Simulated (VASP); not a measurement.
# What goes wrong when Iridium is relaxed with a bad input, part 2 of 2

Some relaxations of Iridium get a fault in the input on purpose. Which of them show, and how? The starting structure is a measured crystal structure from the Crystallography Open Database. The first relaxation on each setting starts from this cell expanded by 3 % in volume.

VASP 6.6.1.

Results so far: reference 14.08 Å³ an atom; an ionic step far too long 14.08 Å³ an atom; a loose electronic threshold 14.07 Å³ an atom.

## (5) Relaxation with a cutoff far too low

Level of this step: PBEsol; plane waves and PAW (Ir) (VASP).

A slip made on purpose: a cutoff far too low. Against step 2 the input has PREC = Normal and ENCUT = 120 (also changed: NELM).

Contents of INCAR:

```
SYSTEM = Ir
PREC = Normal
ENCUT = 120
EDIFF = 1E-06
NELM = 60
ISMEAR = 1
SIGMA = 0.15
LREAL = .FALSE.
ALGO = Normal
GGA = PS
NBANDS = 10
LASPH = .TRUE.
LORBIT = 11
LWAVE = .FALSE.
LCHARG = .FALSE.
KPAR = 8
IBRION = 2
NSW = 50
ISIF = 3
EDIFFG = -0.006
```

Contents of POSCAR:

```
Ir
1.0
    0.0000000000      1.9387081669      1.9387081669
    1.9387081669      0.0000000000      1.9387081669
    1.9387081669      1.9387081669      0.0000000000
Ir
1
Direct
    0.0000000000      0.0000000000      0.0000000000
```

Contents of KPOINTS:

```
Automatic mesh
0
Gamma
20 20 20
0 0 0
```

Potentials, in the order of the species: Ir (PBE family, release 64).

The run is started by

```sh
> mpirun -np 8 vasp_std
```

What it wrote:

```text
[... set-up lines as in an earlier step ...]
 entering main loop
       N       E                     dE             d eps       ncg     rms          rms(c)
DAV:   1    -0.394616694453E+01   -0.39462E+01   -0.19706E+03  6804   0.216E+02
DAV:   2    -0.100912992682E+02   -0.61451E+01   -0.59592E+01  5566   0.499E+01
DAV:   3    -0.101157122726E+02   -0.24413E-01   -0.24406E-01  5488   0.260E+00
DAV:   4    -0.101157226621E+02   -0.10389E-04   -0.10389E-04  5396   0.607E-02
[...]
DAV:   9    -0.688354819915E+01    0.21786E-03   -0.48654E-04  5382   0.175E-01    0.953E-02
DAV:  10    -0.688354276241E+01    0.54367E-05   -0.68095E-06  5374   0.176E-02    0.515E-02
DAV:  11    -0.688354196865E+01    0.79376E-06   -0.20779E-07  2836   0.351E-03
   1 F= -.68835420E+01 E0= -.68835300E+01  d E =-.688354E+01
[...]
-----------------------------------------------------------------------------
|                                                                             |
|     EEEEEEE  RRRRRR   RRRRRR   OOOOOOO  RRRRRR      ###     ###     ###     |
[...]
|     E        R    R   R    R   O     O  R    R      ###     ###     ###     |
|     EEEEEEE  R     R  R     R  OOOOOOO  R     R     ###     ###     ###     |
|                                                                             |
|     Orbital orthonormalization failed in the inversion of matrix            |
|     LAPACK: Routine ZPOTRF failed! kpoint: 1 spin: 1                        |
|                                                                             |
|     Possible solutions for this issue are:                                  |
|     - Please check whether the atoms are too close to each other.           |
|     - Decreasing POTIM might help during relaxations or MDs.                |
|     - Deleting CHGCAR or WAVECAR if incompatible with the structure.        |
|     - Try calculating without symmetrizing (ISYM = 0 or ISYM = -1).         |
|     - As last resort: using a different PAW for some of the atoms.          |
|                                                                             |
|       ---->  I REFUSE TO CONTINUE WITH THIS SICK JOB ... BYE!!! <----       |
|                                                                             |
 -----------------------------------------------------------------------------

1
1
1
1
1
1
1
1
```

Elapsed: 7.4 s, on 8 MPI ranks of Intel Xeon 6975P-C (Granite Rapids), shared host.

VASP stopped with this message: “Orbital orthonormalization failed in the inversion of matrix LAPACK: Routine ZPOTRF failed! kpoint: 1 spin: 1”.

## (6) Relaxation with too few electronic steps

A slip made on purpose: too few electronic steps. Against step 2 the input has NELM = 4 (also changed: NSW).

Changes to INCAR since step 5:

```diff
@@ -1,6 +1,6 @@
 SYSTEM = Ir
-PREC = Normal
-ENCUT = 120
+PREC = Accurate
+ENCUT = 450
 EDIFF = 1E-06
-NELM = 60
+NELM = 4
 ISMEAR = 1
@@ -17,3 +17,3 @@
 IBRION = 2
-NSW = 50
+NSW = 30
 ISIF = 3
```

POSCAR is that of step 5.

KPOINTS is that of step 5.

The run is started by

```sh
> mpirun -np 8 vasp_std
```

What it wrote:

```text
[... set-up lines as in an earlier step ...]
 entering main loop
       N       E                     dE             d eps       ncg     rms          rms(c)
[... 4 cycles as in an earlier step ...]
 -----------------------------------------------------------------------------
|                                                                             |
|           W    W    AA    RRRRR   N    N  II  N    N   GGGG   !!!           |
|           W    W   A  A   R    R  NN   N  II  NN   N  G    G  !!!           |
|           W    W  A    A  R    R  N N  N  II  N N  N  G       !!!           |
|           W WW W  AAAAAA  RRRRR   N  N N  II  N  N N  G  GGG   !            |
|           WW  WW  A    A  R   R   N   NN  II  N   NN  G    G                |
|           W    W  A    A  R    R  N    N  II  N    N   GGGG   !!!           |
|                                                                             |
|     The electronic self-consistency was not achieved in the given           |
|     number of steps (NELM). The forces and other quantities evaluated       |
[...]
|     EEEEEEE  R     R  R     R  OOOOOOO  R     R     ###     ###     ###     |
|                                                                             |
|     Orbital orthonormalization failed in the inversion of matrix            |
|     LAPACK: Routine ZPOTRF failed! kpoint: 1 spin: 1                        |
|                                                                             |
|     Possible solutions for this issue are:                                  |
|     - Please check whether the atoms are too close to each other.           |
|     - Decreasing POTIM might help during relaxations or MDs.                |
|     - Deleting CHGCAR or WAVECAR if incompatible with the structure.        |
|     - Try calculating without symmetrizing (ISYM = 0 or ISYM = -1).         |
|     - As last resort: using a different PAW for some of the atoms.          |
|                                                                             |
|       ---->  I REFUSE TO CONTINUE WITH THIS SICK JOB ... BYE!!! <----       |
|                                                                             |
 -----------------------------------------------------------------------------

Abort(1) on node <host> (rank 1 in comm 0): application called MPI_Abort(MPI_COMM_WORLD, 1) - process 1
```

Elapsed: 32 s, on 8 MPI ranks.

VASP stopped with this message: “Orbital orthonormalization failed in the inversion of matrix LAPACK: Routine ZPOTRF failed! kpoint: 1 spin: 1”.

## (7) Comparison

```
                         run            ended  volume (Å³/atom)  change (%)  bulk modulus (GPa)  pressure left (GPa)  core minutes
                   reference        converged            14.077           -               391.3                 0.01          2.05
  an ionic step far too long        converged            14.076       -0.01                   -                 0.02          1.63
a loose electronic threshold        converged            14.074       -0.02                   -                  0.0          1.84
        a cutoff far too low  stopped by VASP                 -           -                   -                    -         0.987
    too few electronic steps  stopped by VASP                 -           -                   -                    -          4.27
```

Core minutes are wall time times ranks, summed over the relaxations behind a row (those for a bulk modulus apart), on shared hosts.

## (8) Results

| Property | Result |
| --- | --- |
| volume of the reference | 14.08 Å³/atom |
| volume against the reference, an ionic step far too long | -0.01 % |
| volume against the reference, a loose electronic threshold | -0.02 % |
| run with a cutoff far too low | stopped by VASP |
| run with too few electronic steps | stopped by VASP |

**Reading.** VASP stopped by itself in the runs with a cutoff far too low and too few electronic steps. Finished, but with signs in the output that stand out against the reference: an ionic step far too long, with the volume changed by less than 0.1 % (signs: an energy that rises by up to 16.6 eV an atom on the way); a loose electronic threshold, with the volume changed by less than 0.1 % (signs: -4.8 GPa at the first ionic step (of the first relaxations, not shown; reference: -12.4 GPa)). The reference was restarted once and the runs with a slip weren't, so their cells may not have settled fully. Further runs on this material are not shown.

[Lines on the potential files, build, host, timing and source positions are cut from VASP's logs without a mark.]

[Logs are printed without paths, hosts, clocks, repeated set-up lines and the standing remarks that a program may print on its own settings, such as how far it seeks lower states.]

[Hosts, paths, dates, database ids (printed as entryN), source tags and the programs' standing remarks are cut or masked in the printed files.]
